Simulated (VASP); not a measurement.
Energy against volume of CdSe (wurtzite). These are r2SCAN meta-GGA, VASP's PBE PAW potentials (set 64) (plane waves; VASP) values and carry that method's errors. Settings: 520 eV cut-off, 6×6×3 Γ-centred mesh, Gaussian smearing of 0.050 eV, potentials Cd Se.

Shape and ions are relaxed at each volume.

```csv
V (Å³/atom),E (eV/atom)
27.272,-17.93841
28.142,-17.95273
29.013,-17.95713
29.883,-17.95313
```

Task: Fit these four points and predict the energy of the run at 30.754 Å³/atom.

Result: A cubic in V^(−2/3), the third-order Birch-Murnaghan form, passes through the four points with V0 = 29.01 Å³/atom and B0 = 51 GPa, and gives -17.9420 eV/atom there. The run gave -17.9420 eV/atom, -0.0 meV/atom from the fit; all five points give B0 = 51 GPa.

The compound is CdSe in the wurtzite structure. It was relaxed first.
